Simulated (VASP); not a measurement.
Write the native input for VASP 6.6.1 that does the following.

```
Task                   : single point
Functional             : PBE
Potentials or basis    : VASP PAW PBE potentials, release 64 (Mg, H)
Cutoff                 : 520 eV
k mesh                 : 5 × 5 × 5
Occupations            : fermi-dirac, width 0.05 eV
Spin                   : no spin polarisation
Further INCAR settings : ALGO = Normal; EDIFF = 1e-07; NBANDS = 12
```

The structure of Mg4H lies in POSCAR:

```
Mg4H
1.0
    5.4861700000      0.0000000000      0.0000000000
    0.0000000000      5.4861700000      0.0000000000
    0.0000000000      0.0000000000      5.4861700000
Mg H
4 1
Direct
    0.5000000000      0.5000000000      0.5000000000
    0.0000000000      0.5000000000      0.5000000000
    0.5000000000      0.0000000000      0.5000000000
    0.5000000000      0.5000000000      0.0000000000
    0.0000000000      0.0000000000      0.0000000000
```

The cell was built by a generator and needn't be a form met in nature.

The input as run:

INCAR

```
SYSTEM = Mg4H
PREC = Accurate
ENCUT = 520
EDIFF = 1E-7
ISMEAR = -1
SIGMA = 0.05
LREAL = .FALSE.
LASPH = .TRUE.
NELM = 100
ALGO = Normal
ISIF = 2
LWAVE = .FALSE.
LCHARG = .FALSE.
GGA = PE
NBANDS = 12
```

KPOINTS

```
Automatic mesh
0
G
  5 5 5
  0 0 0
```

Potentials or basis: VASP PAW PBE potentials, release 64 (Mg, H).

Command:

```console
$ cat potpaw_PBE.64/Mg/POTCAR potpaw_PBE.64/H/POTCAR > POTCAR
$ mpirun -np 1 vasp_std > vasp.out
```

It gave:

| Quantity | Value |
| --- | --- |
| Pressure | -0.1 GPa |
| Band gap on the k mesh | none (metal or under the smearing width) |

It took 23 s on 1 thread of Intel(R) Xeon(R) Platinum 8559C (Emerald Rapids) (shared host), peak memory 0.24 GiB.
